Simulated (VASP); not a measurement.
Here is the system:

```yaml
crystal:
  lattice:
    - [-2.94008, 2.94008, 1.60086]
    - [2.94008, -2.94008, 1.60086]
    - [2.94008, 2.94008, -1.60086]
  atoms:
    - { symbol: Sn, position: [0.25000, 0.75000, 0.50000] }
    - { symbol: Sn, position: [0.00000, 0.00000, 0.00000] }
```

The numbers are results of optB86b-vdW, VASP's PBE PAW potentials (set 64) (plane waves; VASP), not measurements. Run with 520 eV cut-off, 14×14×14 Γ-centred mesh, tetrahedra with Blöchl corrections, potentials Sn_d.

Unless said otherwise, spin-orbit coupling is left out, though it shifts the bands of the heavy elements here.

**Question.** Estimate the energy per atom (σ→0), band gap (on the k-mesh) with the smallest direct gap where there is one.

**Answer.** 
| Item | Value |
|---|---|
| band gap (on the k-mesh) | none (metal, semimetal or under 0.01 eV) |
| energy per atom (σ→0) | -0.699 eV/atom |

The compound is Sn in the beta structure. It was relaxed first.
